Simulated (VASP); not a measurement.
# LiH (relaxed from the CsCl type structure, space group Pm-3m): computed properties

These are r2SCAN meta-GGA, VASP's PBE PAW potentials (set 64) (plane waves; VASP) values and carry that method's errors.

```json
{
 "space_group": "Pm-3m (221)",
 "cell": "a = 2.476 Å, b = 2.476 Å, c = 2.476 Å, α = 90.00°, β = 90.00°, γ = 90.00°",
 "volume_per_atom": "7.59 Å³/atom",
 "band gap (over mesh and band path)": "1.32 eV",
 "smallest direct gap (over mesh and band path)": "4.93 eV",
 "band_edge_character": "indirect, R to X",
 "density": "0.87 g/cm³"
}
```

```
CELL_PARAMETERS angstrom
      2.47616     0.00000     0.00000
      0.00000     2.47616     0.00000
      0.00000     0.00000     2.47616
ATOMIC_POSITIONS crystal
  Li 0.00000 0.00000 0.00000
  H  0.50000 0.50000 0.50000
```

The structure was generated: LiH was put into the CsCl type type (Pm-3m), which need not be its known phase. It was relaxed first, which changed the volume by +72 %. Symmetry was kept, so distortions that lower it aren't found.
